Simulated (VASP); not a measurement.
Output of a VASP run:

### OSZICAR
```
...
       N       E                     dE             d eps       ncg     rms          rms(c)
DAV:   1    -0.507967288411E+03   -0.32358E-05   -0.39130E-05   712   0.169E-02    0.696E-03
RMM:   2    -0.507967288585E+03   -0.17431E-06   -0.37219E-06   426   0.459E-03    0.459E-03
RMM:   3    -0.507967288615E+03   -0.30455E-07   -0.21340E-07   210   0.170E-03    0.299E-03
RMM:   4    -0.507967288616E+03   -0.51659E-09   -0.17788E-08   132   0.139E-03
  13 F= -.50796729E+03 E0= -.50796729E+03  d E =-.745012E-02  mag=     1.0000
       N       E                     dE             d eps       ncg     rms          rms(c)
DAV:   1    -0.507969737569E+03   -0.24490E-02   -0.79628E-01   720   0.232E+00    0.152E-01
RMM:   2    -0.507970706828E+03   -0.96926E-03   -0.13709E-02   720   0.272E-01    0.828E-02
RMM:   3    -0.507970686613E+03    0.20215E-04   -0.16442E-03   723   0.951E-02    0.543E-02
RMM:   4    -0.507970638778E+03    0.47835E-04   -0.57156E-04   720   0.503E-02    0.189E-02
RMM:   5    -0.507970646964E+03   -0.81857E-05   -0.10089E-04   663   0.201E-02    0.141E-02
RMM:   6    -0.507970647941E+03   -0.97731E-06   -0.19557E-05   463   0.888E-03
  14 F= -.50797065E+03 E0= -.50797065E+03  d E =-.335933E-02  mag=     1.0000
       N       E                     dE             d eps       ncg     rms          rms(c)
DAV:   1    -0.507970675476E+03   -0.28512E-04   -0.96711E-03   840   0.255E-01    0.171E-02
RMM:   2    -0.507970687363E+03   -0.11887E-04   -0.16473E-04   720   0.298E-02    0.977E-03
RMM:   3    -0.507970687322E+03    0.41391E-07   -0.21629E-05   461   0.108E-02    0.648E-03
RMM:   4    -0.507970686929E+03    0.39304E-06   -0.54745E-06   418   0.503E-03
  15 F= -.50797069E+03 E0= -.50797069E+03  d E =-.339831E-02  mag=     1.0000
       N       E                     dE             d eps       ncg     rms          rms(c)
DAV:   1    -0.507971762642E+03   -0.10753E-02   -0.55480E-01   720   0.193E+00    0.121E-01
RMM:   2    -0.507972393415E+03   -0.63077E-03   -0.87413E-03   720   0.212E-01    0.617E-02
RMM:   3    -0.507972377919E+03    0.15497E-04   -0.10190E-03   724   0.741E-02    0.395E-02
RMM:   4    -0.507972347371E+03    0.30548E-04   -0.30994E-04   720   0.377E-02    0.132E-02
RMM:   5    -0.507972352897E+03   -0.55265E-05   -0.56575E-05   553   0.150E-02
  16 F= -.50797235E+03 E0= -.50797235E+03  d E =-.166597E-02  mag=     1.0000
       N       E                     dE             d eps       ncg     rms          rms(c)
DAV:   1    -0.507972386470E+03   -0.39099E-04   -0.42838E-02   808   0.536E-01    0.337E-02
RMM:   2    -0.507972437464E+03   -0.50994E-04   -0.69595E-04   720   0.601E-02    0.180E-02
RMM:   3    -0.507972436666E+03    0.79748E-06   -0.83179E-05   628   0.212E-02    0.119E-02
RMM:   4    -0.507972434374E+03    0.22927E-05   -0.24539E-05   471   0.107E-02
  17 F= -.50797243E+03 E0= -.50797243E+03  d E =-.174745E-02  mag=     1.0000
       N       E                     dE             d eps       ncg     rms          rms(c)
DAV:   1    -0.507972872517E+03   -0.43585E-03   -0.31155E-01   720   0.145E+00    0.923E-02
RMM:   2    -0.507973232749E+03   -0.36023E-03   -0.49961E-03   720   0.162E-01    0.475E-02
RMM:   3    -0.507973222627E+03    0.10122E-04   -0.59201E-04   725   0.566E-02    0.301E-02
RMM:   4    -0.507973206667E+03    0.15960E-04   -0.18200E-04   720   0.286E-02    0.103E-02
RMM:   5    -0.507973209750E+03   -0.30834E-05   -0.32650E-05   508   0.115E-02
  18 F= -.50797321E+03 E0= -.50797321E+03  d E =-.775376E-03  mag=     1.0000
```

File OUTCAR:
```
------------------------ aborting loop because EDIFF is reached ----------------------------------------
  FORCE on cell =-STRESS in cart. coord.  units (eV):
  Direction    XX          YY          ZZ          XY          YZ          ZX
  --------------------------------------------------------------------------------------
  Total        3.1705770     -1.2897913     -1.5292045     -4.5429958     -1.8695518      3.4058178
  in kB        6.6446860     -2.7030595     -3.2048058     -9.5209106     -3.9180833      7.1376881
  external PRESSURE =       0.2456069 kB  Pullay stress =       0.0000000 kB
  volume of cell :      764.49
      direct lattice vectors                 reciprocal lattice vectors
     4.693267657 -8.128978018  0.000000000     0.106535582 -0.061508347  0.000000000
     4.693267657  8.128978018  0.000000000     0.106535582  0.061508347  0.000000000
     0.000000000  0.000000000 10.019202616     0.000000000  0.000000000  0.099808342
  FREE ENERGIE OF THE ION-ELECTRON SYSTEM (eV)
  ---------------------------------------------------
  free  energy   TOTEN  =      -507.9732097501 eV

  energy  without entropy=     -507.9732097501  energy(sigma->0) =     -507.97320975

 total charge

# of ion       s       p       d       tot
------------------------------------------
    1        0.362   0.434   0.000   0.796
    2        0.363   0.439   0.000   0.803
    3        0.363   0.437   0.000   0.800
    4        0.366   0.379   0.000   0.745
    5        0.381   0.404   0.000   0.785
    6        0.363   0.439   0.000   0.803
    7        0.357   0.431   0.000   0.787
    8        0.367   0.381   0.000   0.748
    9        0.362   0.434   0.000   0.796
   10        0.362   0.433   0.000   0.795
   11        0.363   0.437   0.000   0.800
   12        0.362   0.417   0.000   0.779
   13        0.363   0.436   0.000   0.798
   14        0.363   0.439   0.000   0.802
   15        0.363   0.435   0.000   0.798
   16        0.362   0.434   0.000   0.796
   17        0.361   0.431   0.000   0.792
   18        0.359   0.430   0.000   0.789
   19        0.365   0.448   0.000   0.813
   20        0.361   0.431   0.000   0.792
   21        0.363   0.439   0.000   0.802
   22        0.365   0.448   0.000   0.813
   23        0.362   0.434   0.000   0.796
   24        0.361   0.434   0.000   0.795
   25        0.362   0.435   0.000   0.797
   26        0.363   0.439   0.000   0.802
   27        0.360   0.431   0.000   0.791
   28        0.361   0.434   0.000   0.795
   29        0.363   0.439   0.000   0.802
   30        0.363   0.439   0.000   0.802
   31        0.368   0.443   0.000   0.810
   32        0.362   0.436   0.000   0.798
   33        0.363   0.439   0.000   0.802
   34        0.362   0.435   0.000   0.797
   35        0.367   0.441   0.000   0.809
   36        1.233   2.542   0.000   3.775
   37        1.236   2.588   0.000   3.824
   38        1.230   2.592   0.000   3.822
   39        1.236   2.578   0.000   3.814
   40        1.236   2.588   0.000   3.824
   41        1.229   2.595   0.000   3.824
   42        1.236   2.578   0.000   3.814
   43        1.233   2.542   0.000   3.775
   44        1.229   2.587   0.000   3.816
   45        1.230   2.592   0.000   3.822
   46        1.229   2.595   0.000   3.824
   47        1.229   2.590   0.000   3.819
   48        1.228   2.595   0.000   3.824
...
```
(Selected blocks of OUTCAR.)

**POSCAR**
```
Al35GeN35
1
    4.6932676572    -8.1289780179     0.0000000000
    4.6932676572     8.1289780179     0.0000000000
    0.0000000000     0.0000000000    10.0192026156
Al N Ge
35 35 1
Direct
  0.2222220000   0.1111110000   0.2500000000
  0.1111110000   0.2222220000   0.0000000000
  0.2222220000   0.1111110000   0.7500000000
  0.1127410000   0.2249590000   0.4954810000
  0.2186180000   0.4470210000   0.2466110000
  0.1111110000   0.5555560000   0.0000000000
  0.2229840000   0.4395760000   0.7473750000
  0.1112370000   0.5591770000   0.5019600000
  0.2222220000   0.7777780000   0.2500000000
  0.1111110000   0.8888890000   0.0000000000
  0.2222220000   0.7777780000   0.7500000000
  0.1111110000   0.8888890000   0.5000000000
  0.5555560000   0.1111110000   0.2500000000
  0.4444440000   0.2222220000   0.0000000000
  0.5555560000   0.1111110000   0.7500000000
  0.4444440000   0.2222220000   0.5000000000
  0.5555560000   0.4444440000   0.2500000000
  0.4444440000   0.5555560000   0.0000000000
  0.5555560000   0.4444440000   0.7500000000
  0.5555560000   0.7777780000   0.2500000000
  0.4444440000   0.8888890000   0.0000000000
  0.5555560000   0.7777780000   0.7500000000
  0.4444440000   0.8888890000   0.5000000000
  0.8888890000   0.1111110000   0.2500000000
  0.7777780000   0.2222220000   0.0000000000
  0.8888890000   0.1111110000   0.7500000000
  0.7777780000   0.2222220000   0.5000000000
  0.8888890000   0.4444440000   0.2500000000
  0.7777780000   0.5555560000   0.0000000000
  0.8888890000   0.4444440000   0.7500000000
  0.7777780000   0.5555560000   0.5000000000
  0.8888890000   0.7777780000   0.2500000000
  0.7777780000   0.8888890000   0.0000000000
  0.8888890000   0.7777780000   0.7500000000
  0.7777780000   0.8888890000   0.5000000000
  0.2152950000   0.1094870000   0.4420950000
  0.1146720000   0.2207310000   0.1894460000
  0.2222220000   0.1111110000   0.9410000000
  0.1042570000   0.2203500000   0.6906080000
  0.1059130000   0.5507890000   0.1876520000
  0.2222220000   0.4444440000   0.9410000000
  0.1091800000   0.5531680000   0.6958670000
  0.2255860000   0.7806110000   0.4360490000
  0.1111110000   0.8888890000   0.1910000000
  0.2222220000   0.7777780000   0.9410000000
  0.1111110000   0.8888890000   0.6910000000
  0.5555560000   0.1111110000   0.4410000000
  0.4444440000   0.2222220000   0.1910000000
  0.5555560000   0.1111110000   0.9410000000
  0.4444440000   0.2222220000   0.6910000000
  0.5585230000   0.4448180000   0.4398790000
  0.4422270000   0.5497840000   0.1935610000
  0.5555560000   0.4444440000   0.9410000000
  0.4475080000   0.5547260000   0.6898080000
  0.5601990000   0.7826220000   0.4434220000
  0.4444440000   0.8888890000   0.1910000000
  0.5555560000   0.7777780000   0.9410000000
  0.4444440000   0.8888890000   0.6910000000
  0.8888890000   0.1111110000   0.4410000000
  0.7777780000   0.2222220000   0.1910000000
  0.8888890000   0.1111110000   0.9410000000
  0.7777780000   0.2222220000   0.6910000000
  0.8888890000   0.4444440000   0.4410000000
  0.7777780000   0.5555560000   0.1910000000
  0.8888890000   0.4444440000   0.9410000000
  0.7777780000   0.5555560000   0.6910000000
  0.8888890000   0.7777780000   0.4410000000
  0.7777780000   0.8888890000   0.1910000000
  0.8888890000   0.7777780000   0.9410000000
  0.7777780000   0.8888890000   0.6910000000
  0.4423990000   0.5489030000   0.4990630000
```

Task: Reconstruct the remaining input files.

Result: One answer among several that fit: the input of the run itself, PBE GGA, plane waves, VASP's PBE PAW potentials (set 64).

### KPOINTS
```
Automatic mesh
0
Gamma
1 1 1
0 0 0
```

**INCAR**
```
ALGO=Fast
EDIFF=1E-5
EDIFFG=-0.03
ENCUT=400
GGA=PE
IBRION=2
ISIF=2
ISMEAR=0
ISPIN=2
ISYM=0
LASPH=.True.
LCHARG=.False.
LMAXMIX=4
LORBIT=10
LREAL=Auto
LWAVE=.True.
MAGMOM=71*0.0141
NELECT=285.0
NELM=100
NELMIN=4
NSW=70
NUPDOWN=1
PREC=Normal
SIGMA=0.05
SYSTEM=Al35GeN35
```

POTCAR, in this order: Al N Ge (PBE.64 set). Program: vasp_gam.

At this cut-off the stress carries a Pulay error, which pulls relaxed volumes low. The cell is charged, with a uniform compensating background. The supercell is sampled at Γ alone, which is coarse: total energies, pressure and levels can be off, energies of defects by several tenths of an eV.

The cell is a supercell with a defect, built from AlN (wurtzite): Ge_Al-vac_N, charge -1.
